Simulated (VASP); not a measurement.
Input:

```yaml
crystal:
  lattice:
    - [0.00000, 3.06000, 3.06000]
    - [3.06000, 0.00000, 3.06000]
    - [3.06000, 3.06000, 0.00000]
  atoms:
    - { symbol: Al, position: [0.25000, 0.25000, 0.25000] }
    - { symbol: Al, position: [0.75000, 0.75000, 0.75000] }
    - { symbol: Au, position: [0.00000, 0.00000, 0.00000] }
```

Calculation: PBE GGA, VASP's PBE PAW potentials (set 64) (plane waves; VASP). Run with 400 eV cut-off, 8×8×8 Γ-centred mesh, first-order Methfessel-Paxton smearing of 0.10 eV, potentials Al Au.

Unless said otherwise, spin-orbit coupling is left out, though it shifts the bands of the heavy elements here.

### Question
Predict the energy per atom (σ→0), pressure, band gap (on the k-mesh) with the smallest direct gap where there is one.

### Answer

band gap (on the k-mesh): none (metal, semimetal or under 0.01 eV)
energy per atom (σ→0): -4.003 eV/atom
pressure: -3.06 GPa

The absolute energy has meaning only against runs of the same code, potentials and settings.

The compound is AuAl2 in the fluorite structure. The cell was not relaxed at this level. The electron count is odd and the run is not spin-polarised, which forces a metal.
